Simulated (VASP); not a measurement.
Here is the system:

```xyz
1
Lattice="-1.8428 1.8428 1.8428 1.8428 -1.8428 1.8428 1.8428 1.8428 -1.8428" Properties=species:S:1:pos:R:3 pbc="T T T"
Sc     0.0000     0.0000     0.0000
```

Method: PBEsol GGA, VASP's PBE PAW potentials (set 64) (plane waves; VASP 6.6.1). Settings: 400 eV cut-off, 13×13×13 Γ-centred mesh, first-order Methfessel-Paxton smearing of 0.10 eV, potentials Sc_sv.

Energy and stress use the plane-wave basis of the starting cell.

Q: The ions, cell shape and volume are relaxed. What does this cell relax into?

A: 
```xyz
1
Lattice="-1.8133 1.8133 1.8133 1.8133 -1.8133 1.8133 1.8133 1.8133 -1.8133" Properties=species:S:1:pos:R:3 pbc="T T T"
Sc     0.0000     0.0000     0.0000
```
Space group Im-3m (229), at a tolerance of 0.03 Å.

Q: How do energy and volume change from the first to the last step?

A: The energy (σ→0) changes by -9.8 meV/atom and the volume by -4.7 %, in 3 ionic steps.

| step | E(σ→0) (eV) | max force (eV/Å) | pressure (GPa) | volume (Å³) |
|---|---|---|---|---|
| 1 | -6.4848 | 0.000 | -2.58 | 25.03 |
| 2 | -6.4941 | 0.000 | 0.63 | 23.60 |
| 3 | -6.4946 | 0.000 | 0.02 | 23.85 |

The structure was generated: Sc was put into the bcc type (Im-3m), which need not be its known phase. This run relaxes it. Symmetry was kept, so distortions that lower it aren't found.
